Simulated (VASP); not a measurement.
# Initial- and final-state core-level shifts of BiMo16

Wanted: the chemical shifts that photoemission would resolve in BiMo16.

Method: PBE; plane waves and PAW (Bi_d, Mo_sv), in the first sound run; inputs show where later runs differ, in VASP 6.6.1.

Report form: the programs' logs are mostly left out.

### 1. Starting point

The cell holds 17 atoms: 1 Bi and 16 Mo. Its edges and angles: a = 6.320 Å, b = 5.473 Å, c = 23.403 Å, α = 90.0°, β = 90.0°, γ = 54.7°. It derives from Mo. Adsorbate: added Bi, site longbridge, coverage in monolayers 0.25, cell 2x2, faces one. Regions: adsorbate, 1 atom (1 Bi); layer 1, 4 atoms (4 Mo); layer 2, 4 atoms (4 Mo); layer 3, 4 atoms (4 Mo); other layers, 4 atoms (4 Mo). Vacuum lies along c.

### 2. Relaxation

The free atoms are relaxed first inside the given cell, which is kept (ISIF = 0), since core levels depend on the positions.

Contents of INCAR:

```
SYSTEM = BiMo16
PREC = Normal
ENCUT = 330
EDIFF = 1E-05
NELM = 100
ISMEAR = 0
SIGMA = 0.1
LREAL = Auto
ALGO = Fast
GGA = PE
NBANDS = 148
LASPH = .TRUE.
LWAVE = .FALSE.
LCHARG = .FALSE.
KPAR = 2
NCORE = 4
IBRION = 2
NSW = 50
ISIF = 0
EDIFFG = -0.05
```

Contents of POSCAR:

```
BiMo16
1.0
    6.3200000000      0.0000000000      0.0000000000
    3.1600000000      4.4689148571      0.0000000000
    0.0000000000      0.0000000000     23.4033722856
Bi Mo
1 16
Selective dynamics
Direct
    0.2509469600      0.0000000000      0.6795333630  T T T
    0.0000000000      0.0000000000      0.6068942590  T T T
    0.5000000000      0.0000000000      0.6068942590  T T T
    0.0000000000      0.5000000000      0.6068942590  T T T
    0.5000000000      0.5000000000      0.6068942590  T T T
    0.7500000000      0.5000000000      0.5114183850  T T T
    0.2500000000      0.5000000000      0.5114183850  T T T
    0.7500000000      0.0000000000      0.5114183850  T T T
    0.2500000000      0.0000000000      0.5114183850  T T T
    0.0000000000      0.0000000000      0.4159425110  F F F
    0.5000000000      0.0000000000      0.4159425110  F F F
    0.0000000000      0.5000000000      0.4159425110  F F F
    0.5000000000      0.5000000000      0.4159425110  F F F
    0.7500000000      0.5000000000      0.3204666370  F F F
    0.2500000000      0.5000000000      0.3204666370  F F F
    0.7500000000      0.0000000000      0.3204666370  F F F
    0.2500000000      0.0000000000      0.3204666370  F F F
```

Contents of KPOINTS:

```
Automatic mesh
0
Gamma
4 4 1
0 0 0
```

The projector-augmented-wave data sets are Bi_d and Mo_sv (PBE family, release 64).

Started as:

```sh
mpirun -np 8 vasp_std
```

The job ended after 4.6 min (8 MPI ranks of AMD EPYC 7R43, shared host; peak memory 1.4 GiB; 36 min of CPU time).

This run has no spin polarisation. The run keeps the 2 symmetry operations of its start, so it cannot find a distortion of lower symmetry.

The steps of the relaxation:

| step | energy less that of the first step (eV) | largest force (eV/Å) |
| --- | --- | --- |
| 1 | 0.0000 | 13.0255 |
| 2 | -1.2257 | 6.4349 |
| 3 | -3.1051 | 1.3734 |
| 4 | -3.2736 | 0.8247 |
| 5 | -3.3061 | 0.8320 |
| 6 | -3.3274 | 0.8133 |
| 7 | -3.3303 | 0.8050 |
| 8 | -3.3340 | 0.7964 |
| 9 | -3.3347 | 0.7937 |
| 10 | -3.3347 | 0.7931 |
| 11 | -3.3365 | 0.7695 |
| 12 | -3.3387 | 0.7085 |
| 13 | -3.3389 | 0.7069 |

The atoms that moved most (Å):

| atom | dx | dy | dz | length |
| --- | --- | --- | --- | --- |
| Bi1 | -0.005 | 0.000 | 0.492 | 0.492 |
| Mo3 | 0.075 | 0.000 | -0.084 | 0.113 |
| Mo2 | -0.073 | 0.000 | -0.084 | 0.111 |
| Mo8 | 0.001 | 0.000 | -0.051 | 0.051 |
| Mo4 | 0.000 | 0.005 | -0.035 | 0.036 |
| Mo5 | 0.000 | -0.005 | -0.035 | 0.036 |
| Mo6 | 0.000 | 0.000 | 0.017 | 0.017 |
| Mo7 | 0.000 | 0.000 | 0.017 | 0.017 |

Final coordinates:

```cif
data_structure
_symmetry_space_group_name_H-M 'P 1'
_symmetry_Int_Tables_number 1
_cell_length_a 6.3200
_cell_length_b 5.4733
_cell_length_c 23.4034
_cell_angle_alpha 90.000
_cell_angle_beta 90.000
_cell_angle_gamma 54.736
_cell_volume 660.99
loop_
_atom_site_label
_atom_site_type_symbol
_atom_site_fract_x
_atom_site_fract_y
_atom_site_fract_z
_atom_site_occupancy
Bi1 Bi 0.25023 0.00000 0.70057 1
Mo2 Mo 0.98844 0.00000 0.60330 1
Mo3 Mo 0.51182 0.00000 0.60329 1
Mo4 Mo 0.99954 0.50107 0.60539 1
Mo5 Mo 0.50061 0.49893 0.60539 1
Mo6 Mo 0.75005 0.49996 0.51215 1
Mo7 Mo 0.25001 0.50004 0.51215 1
Mo8 Mo 0.75008 0.00000 0.50925 1
Mo9 Mo 0.24999 0.00000 0.51113 1
Mo10 Mo 0.00000 0.00000 0.41594 1
Mo11 Mo 0.50000 0.00000 0.41594 1
Mo12 Mo 0.00000 0.50000 0.41594 1
Mo13 Mo 0.50000 0.50000 0.41594 1
Mo14 Mo 0.75000 0.50000 0.32047 1
Mo15 Mo 0.25000 0.50000 0.32047 1
Mo16 Mo 0.75000 0.00000 0.32047 1
Mo17 Mo 0.25000 0.00000 0.32047 1
```

Numbers from this step:

* free energy (TOTEN): -170.3981 eV
* energy at zero smearing: -170.3579 eV
* Fermi energy: 2.555 eV

The forces on the free atoms are under 0.05 eV/Å, while the fixed ones keep up to 0.71 eV/Å.

### 3. Initial state

The cell without a hole gives, with ICORELEVEL = 1, the Kohn-Sham core levels of the initial state.

Contents of INCAR:

```
SYSTEM = BiMo16
PREC = Normal
ENCUT = 330
EDIFF = 1E-05
NELM = 120
ISMEAR = 0
SIGMA = 0.1
LREAL = Auto
ALGO = Fast
GGA = PE
NBANDS = 148
LASPH = .TRUE.
LORBIT = 11
LWAVE = .FALSE.
LCHARG = .FALSE.
KPAR = 2
NCORE = 4
ICORELEVEL = 1
ISIF = 0
LVHAR = .TRUE.
```

Contents of POSCAR:

```
BiMo16
1.0
    6.3200000000      0.0000000000      0.0000000000
    3.1600000000      4.4689148571      0.0000000000
    0.0000000000      0.0000000000     23.4033722856
Bi Mo
1 16
Direct
    0.2502288765      0.0000000000      0.7005726583
    0.9884387005      0.0000000000      0.6032967666
    0.5118160206      0.0000000000      0.6032877459
    0.9995398447      0.5010666863      0.6053850420
    0.5006065310      0.4989333137      0.6053850420
    0.7500532107      0.4999555441      0.5121508794
    0.2500087548      0.5000444559      0.5121508794
    0.7500836115      0.0000000000      0.5092503000
    0.2499919848      0.0000000000      0.5111314902
    0.0000000000      0.0000000000      0.4159425110
    0.5000000000      0.0000000000      0.4159425110
    0.0000000000      0.5000000000      0.4159425110
    0.5000000000      0.5000000000      0.4159425110
    0.7500000000      0.5000000000      0.3204666370
    0.2500000000      0.5000000000      0.3204666370
    0.7500000000      0.0000000000      0.3204666370
    0.2500000000      0.0000000000      0.3204666370
```

Contents of KPOINTS:

```
Automatic mesh
0
Gamma
5 5 1
0 0 0
```

Started as:

```sh
mpirun -np 8 vasp_std
```

It took 74 s on 8 MPI ranks; peak memory 1.4 GiB.

These are scalar-relativistic Kohn-Sham levels of the ground state, with no core hole, so they are not binding energies.

This step gave:

* free energy (TOTEN): -170.4601 eV
* energy at zero smearing: -170.4214 eV
* Fermi energy: 2.551 eV

The two shallowest core shells; atoms whose shallowest level rounds to another's at 0.01 eV are left out. Core levels, by row:

| atom | shell | level below the Fermi level (eV) |
| --- | --- | --- |
| Bi1 | 4f | 147.5 |
| Bi1 | 5p | 90.72 |
| Mo2 | 3p | 376 |
| Mo2 | 3d | 217.8 |
| Mo4 | 3p | 376.1 |
| Mo4 | 3d | 217.9 |
| Mo6 | 3p | 376.2 |
| Mo6 | 3d | 218 |
| Mo8 | 3p | 376.2 |
| Mo8 | 3d | 218 |
| Mo9 | 3p | 376.2 |
| Mo9 | 3d | 218 |
| Mo10 | 3p | 376.2 |
| Mo10 | 3d | 218.1 |
| Mo12 | 3p | 376.3 |
| Mo12 | 3d | 218.1 |
| Mo14 | 3p | 376.1 |
| Mo14 | 3d | 217.9 |
| Mo16 | 3p | 376.1 |
| Mo16 | 3d | 217.9 |
| Mo17 | 3p | 376.1 |
| Mo17 | 3d | 217.9 |

### 4. Core hole, atom Mo3

This step: final-state core hole with the electron kept at the Fermi level, PBE; plane waves and PAW (Mo_sv, Bi_d, Mo_sv) (VASP 6.6.1).

System of this step: BiMo16. The cell holds 17 atoms: 16 Mo and 1 Bi. Cell: a = 6.320 Å, b = 5.473 Å, c = 23.403 Å, α = 90.0°, β = 90.0°, γ = 54.7°. It derives from Mo. Adsorbate: added Bi, site longbridge, coverage in monolayers 0.25, cell 2x2, faces one. Vacuum lies along c.

A core electron of Mo3 (3d) is moved to the Fermi level; this atom comes first in POSCAR as a species of its own.

INCAR, as its differences from that of step 3:

```diff
@@ -12,3 +12,2 @@
 LASPH = .TRUE.
-LORBIT = 11
 LWAVE = .FALSE.
@@ -17,4 +16,7 @@
 NCORE = 4
-ICORELEVEL = 1
+ICORELEVEL = 2
+CLNT = 1
+CLN = 3
+CLL = 2
+CLZ = 1
 ISIF = 0
-LVHAR = .TRUE.
```

POSCAR, as its differences from that of step 3:

```diff
@@ -5,8 +5,8 @@
     0.0000000000      0.0000000000     23.4033722856
-Bi Mo
-1 16
+Mo Bi Mo
+1 1 15
 Direct
+    0.5118160206      0.0000000000      0.6032877459
     0.2502288765      0.0000000000      0.7005726583
     0.9884387005      0.0000000000      0.6032967666
-    0.5118160206      0.0000000000      0.6032877459
     0.9995398447      0.5010666863      0.6053850420
```

KPOINTS is that of step 3.

PAW data sets: Mo_sv, Bi_d and Mo_sv (PBE family, release 64).

Started as:

```sh
mpirun -np 8 vasp_std
```

Run time: 77 s. Hardware: 8 MPI ranks; peak memory 1.5 GiB.

This step gave:

```
free energy (TOTEN)     : -416.7802 eV
energy at zero smearing : -416.7419 eV
Fermi energy            : 2.531 eV
```

This is the reference for holes on Mo.

### 5. Core hole, atom Mo4

The same hole on the next atom.

INCAR is that of step 4.

POSCAR, as its differences from that of step 4:

```diff
@@ -8,6 +8,6 @@
 Direct
-    0.5118160206      0.0000000000      0.6032877459
+    0.9995398447      0.5010666863      0.6053850420
     0.2502288765      0.0000000000      0.7005726583
     0.9884387005      0.0000000000      0.6032967666
-    0.9995398447      0.5010666863      0.6053850420
+    0.5118160206      0.0000000000      0.6032877459
     0.5006065310      0.4989333137      0.6053850420
```

KPOINTS is that of step 4.

Started as:

```sh
mpirun -np 8 vasp_std
```

It took 91 s on 8 MPI ranks; peak memory 1.6 GiB; 12 min of CPU time.

Against the hole on Mo3 the energy differs by +0.03 eV.

### 6. Core hole, atom Mo10

INCAR is that of step 5.

POSCAR, as its differences from that of step 5:

```diff
@@ -8,3 +8,3 @@
 Direct
-    0.9995398447      0.5010666863      0.6053850420
+    0.0000000000      0.0000000000      0.4159425110
     0.2502288765      0.0000000000      0.7005726583
@@ -12,2 +12,3 @@
     0.5118160206      0.0000000000      0.6032877459
+    0.9995398447      0.5010666863      0.6053850420
     0.5006065310      0.4989333137      0.6053850420
@@ -17,3 +18,2 @@
     0.2499919848      0.0000000000      0.5111314902
-    0.0000000000      0.0000000000      0.4159425110
     0.5000000000      0.0000000000      0.4159425110
```

KPOINTS is that of step 5.

Started as:

```sh
mpirun -np 8 vasp_std
```

Elapsed: 75 s, on 8 MPI ranks; peak memory 1.5 GiB.

Against the hole on Mo3 the energy differs by +0.34 eV.

### 7. Summary

This step: core-level shifts, PBE; plane waves and PAW (VASP 6.6.1).

No new run; the numbers come from the runs before.

A positive shift is a higher binding energy. Cost is wall time times ranks on a shared host. Core-level shifts:

| atom | region | shell | Kohn-Sham level below the Fermi level (eV) | initial-state shift (eV) | final-state shift (eV) | shifts are from | cost (core minutes) |
| --- | --- | --- | --- | --- | --- | --- | --- |
| Mo3 | layer 1 | 3d | 217.8 | 0 | 0 | Mo3 | 10.27 |
| Mo4 | layer 1 | 3d | 217.9 | 0.0575 | 0.0263 | Mo3 | 12.13 |
| Mo10 | layer 3 | 3d | 218.1 | 0.2401 | 0.3406 | Mo3 | 10 |

### 8. Outcome

```json
{
  "Mo4 3d (layer 1), from Mo3": "initial state +0.06 eV, final state +0.03 eV",
  "Mo10 3d (layer 3), from Mo3": "initial state +0.24 eV, final state +0.34 eV"
}
```

Against Mo3, Mo4 is shifted by +0.06 eV in the initial state and by +0.03 eV with the hole; against Mo3, Mo10 is shifted by +0.24 eV in the initial state and by +0.34 eV with the hole (energies extrapolated to zero smearing). Only these atoms were given a hole, so other sites aren't ranked. The difference of the two pictures holds the screening of the hole, but also the cell's limits: holes repeat 5.5 Å apart, and the electron from the core stays in the cell, where it moves the Fermi energy by -0.03 to -0.02 eV; that is about as much as the final-state shift of Mo4, or more, so there size and sign aren't settled. Cell size, mesh and smearing weren't varied between the hole runs, and no dipole correction was applied to the slab. On their mesh the free atoms carry forces of up to 0.17 eV/Å, since the relaxation used another. The other core electrons are frozen, spin-orbit splitting and multiplets are absent, and only shifts between atoms of one element are meaningful. Not tabulated here, as repeats of values shown or as unfit to read for their mesh, reference level or band range: core levels (core hole).

[Lines on the potential files, build, host, timing and source positions are cut from VASP's logs without a mark.]

[Logs are printed without paths, hosts, clocks, repeated set-up lines and the standing remarks that a program may print on its own settings, such as how far it seeks lower states.]

[Hosts, paths, dates, database ids (printed as entryN), source tags and the programs' standing remarks are cut or masked in the printed files.]
